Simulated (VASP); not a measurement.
Here is the system:

```
ZrSi
1.0
    6.17401     0.00000     0.00000
   -3.08700     5.34685     0.00000
    0.00000     0.00000     4.01323
Zr Si
3 3
Direct
  0.50000   0.00000   0.00000
  0.50000   0.50000   0.00000
  0.00000   0.50000   0.00000
  0.00000   0.00000   0.00000
  0.33333   0.66667   0.50000
  0.66667   0.33333   0.50000
```

Method: PBEsol GGA, VASP's PBE PAW potentials (set 64) (plane waves; VASP). Settings: 400 eV cut-off, 7×7×9 Γ-centred mesh, tetrahedra with Blöchl corrections, potentials Zr_sv Si.

The cores are frozen, which limits the accuracy of field gradients.

Q: Give the principal components of the electric field gradient (V/Å²) and the asymmetry η at each nucleus.

A: 
```csv
atom,Vxx,Vyy,Vzz,η
Zr1,110.5,32.6,-143.2,0.54
Zr2,110.6,32.6,-143.2,0.54
Zr3,110.6,32.6,-143.2,0.54
Si4,-63.4,-63.4,126.8,0.00
Si5,20.3,20.3,-40.7,0.00
Si6,20.3,20.3,-40.7,0.00
```

The structure was generated: ZrSi was put into the CoSn type (P6/mmm), which need not be its known phase. It was relaxed first, which changed the volume by -20 %.
